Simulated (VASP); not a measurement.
Output of a VASP run:

OSZICAR:
```
       N       E                     dE             d eps       ncg     rms          rms(c)
DAV:   1     0.304368376702E+03    0.30437E+03   -0.14110E+04   720   0.166E+03
DAV:   2     0.145409827502E+02   -0.28983E+03   -0.28139E+03   780   0.436E+02
DAV:   3    -0.135385414159E+02   -0.28080E+02   -0.27750E+02   880   0.155E+02
DAV:   4    -0.142408144580E+02   -0.70227E+00   -0.70165E+00   770   0.247E+01
DAV:   5    -0.142610902805E+02   -0.20276E-01   -0.20275E-01   856   0.435E+00    0.763E+00
DAV:   6    -0.117203258306E+01    0.13089E+02   -0.28324E+01   902   0.102E+02    0.360E+00
DAV:   7     0.758840258090E-01    0.12479E+01   -0.68997E+00   720   0.345E+01    0.340E+00
DAV:   8     0.863212656488E+00    0.78733E+00   -0.19596E+00   720   0.187E+01    0.177E+00
DAV:   9     0.639196632730E+00   -0.22402E+00   -0.67372E-01   764   0.137E+01    0.166E+00
DAV:  10     0.600756295837E+00   -0.38440E-01   -0.68982E-01   768   0.864E+00    0.737E-01
DAV:  11     0.603388775600E+00    0.26325E-02   -0.21137E-02   802   0.131E+00    0.630E-01
DAV:  12     0.624743115895E+00    0.21354E-01   -0.13618E-02   726   0.192E+00    0.451E-01
DAV:  13     0.643233644665E+00    0.18491E-01   -0.61332E-02   720   0.275E+00    0.202E-01
DAV:  14     0.643867367973E+00    0.63372E-03   -0.26696E-03   770   0.755E-01    0.122E-01
DAV:  15     0.644139354084E+00    0.27199E-03   -0.34798E-03   882   0.805E-01    0.685E-02
DAV:  16     0.642817118224E+00   -0.13222E-02   -0.18383E-03   720   0.601E-01    0.484E-02
DAV:  17     0.642958751594E+00    0.14163E-03   -0.64128E-04   720   0.339E-01    0.904E-03
DAV:  18     0.642941782631E+00   -0.16969E-04   -0.45925E-05   758   0.972E-02    0.633E-03
DAV:  19     0.642951840086E+00    0.10057E-04   -0.12337E-05   732   0.406E-02    0.117E-03
DAV:  20     0.642941872014E+00   -0.99681E-05   -0.17433E-06   728   0.177E-02    0.785E-04
DAV:  21     0.642942484496E+00    0.61248E-06   -0.20116E-07   534   0.540E-03    0.260E-04
DAV:  22     0.642941505449E+00   -0.97905E-06   -0.50250E-08   368   0.368E-03    0.139E-04
DAV:  23     0.642941604443E+00    0.98993E-07   -0.92638E-09   360   0.156E-03
   1 F= 0.64294160E+00 E0= 0.64294160E+00  d E =0.000000E+00
       N       E                     dE             ncg
       N       E                     dE             ncg
       N       E                     dE             ncg
```

**OUTCAR**
```
------------------------ aborting loop because EDIFF is reached ----------------------------------------
  FORCE on cell =-STRESS in cart. coord.  units (eV):
  Direction    XX          YY          ZZ          XY          YZ          ZX
  --------------------------------------------------------------------------------------
  Total        0.0028582      0.0028582      0.0028582      0.0000000     -0.0000000      0.0000000
  in kB        0.0887946      0.0887946      0.0887946      0.0000000     -0.0000000      0.0000000
  external PRESSURE =       0.0887946 kB  Pullay stress =       0.0000000 kB
  volume of cell :       51.57
      direct lattice vectors                 reciprocal lattice vectors
     0.000000000  2.954346604  2.954346604    -0.169242160  0.169242160  0.169242160
     2.954346604  0.000000000  2.954346604     0.169242160 -0.169242160  0.169242160
     2.954346604  2.954346604  0.000000000     0.169242160  0.169242160 -0.169242160
 POSITION                                       TOTAL-FORCE (eV/Angst)
 -----------------------------------------------------------------------------------
      0.00000      0.00000      0.00000         0.000000      0.000000      0.000000
      1.47717      1.47717      1.47717         0.000000      0.000000     -0.000000
      4.43152      4.43152      4.43152        -0.000000     -0.000000     -0.000000
 -----------------------------------------------------------------------------------
    total drift:                                0.000000     -0.000000      0.000000
  FREE ENERGIE OF THE ION-ELECTRON SYSTEM (eV)
  ---------------------------------------------------
  free  energy   TOTEN  =         0.6429416044 eV

  energy  without entropy=        0.6429416044  energy(sigma->0) =        0.64294160

 total charge

# of ion       s       p       d       tot
------------------------------------------
    1        1.648   0.297   9.857  11.802
    2        1.768   4.346   0.000   6.114
    3        1.768   4.346   0.000   6.114
--------------------------------------------------
tot          5.184   8.990   9.857  24.030

 Electric field gradients after diagonalization (V/A^2)
 (convention: |V_zz| > |V_xx| > |V_yy|)
----------------------------------------------------------------------
 ion       V_xx      V_yy      V_zz     asymmetry (V_yy - V_xx)/ V_zz
----------------------------------------------------------------------
   1       0.001     0.001    -0.002       0.000
   2      -0.001    -0.001     0.002       0.000
   3      -0.001    -0.001     0.002       0.000
```
(Selected blocks of OUTCAR.)

POSCAR:
```
PbF2
1
    0.0000000000     2.9543466041     2.9543466041
    2.9543466041    -0.0000000000     2.9543466041
    2.9543466041     2.9543466041    -0.0000000000
Pb F
1 2
Direct
  0.0000000000   0.0000000000   0.0000000000
  0.2500000000   0.2500000000   0.2500000000
  0.7500000000   0.7500000000   0.7500000000
```

Problem. Write an INCAR and KPOINTS that could have produced this output.

Solution. Several could match; the one computed here: the input of the run itself, MS2 meta-GGA, plane waves, VASP's PBE PAW potentials (set 64).

**KPOINTS_OPT**
```
k-points along high-symmetry lines
10
Line-mode
Reciprocal
  0.000000   0.000000   0.000000 ! GAMMA
  0.500000   0.000000   0.500000 ! X

  0.500000   0.000000   0.500000 ! X
  0.625000   0.250000   0.625000 ! U

  0.375000   0.375000   0.750000 ! K
  0.000000   0.000000   0.000000 ! GAMMA

  0.000000   0.000000   0.000000 ! GAMMA
  0.500000   0.500000   0.500000 ! L

  0.500000   0.500000   0.500000 ! L
  0.500000   0.250000   0.750000 ! W

  0.500000   0.250000   0.750000 ! W
  0.500000   0.000000   0.500000 ! X
```

**INCAR**
```
! general
SYSTEM =PbF2
PREC   =Accurate
ENCUT  =520   ! plane-wave cut-off (eV)
LREAL  =.FALSE.   ! projection in real space or not
LASPH  =.TRUE.

! electronic loop
EDIFF  =1E-7   ! SCF stop (eV)
NELM   =100
ALGO   =Normal   ! blocked Davidson
LMAXMIX=4
LMIXTAU=.TRUE.

! smearing
ISMEAR =-5   ! tetrahedra, Bloechl

! functional
METAGGA=MS2

! ions
ISIF   =2

! output
LWAVE  =.FALSE.
LCHARG =.FALSE.
LORBIT =11
NEDOS  =601

! other
LEFG   =.TRUE.
```

### KPOINTS
```
Automatic
0
Gamma
7 7 7
```

POTCAR, in this order: Pb_d F (PBE.64 set). Program: vasp_std.

The compound is PbF2 in the fluorite structure, the β form. It was relaxed first.
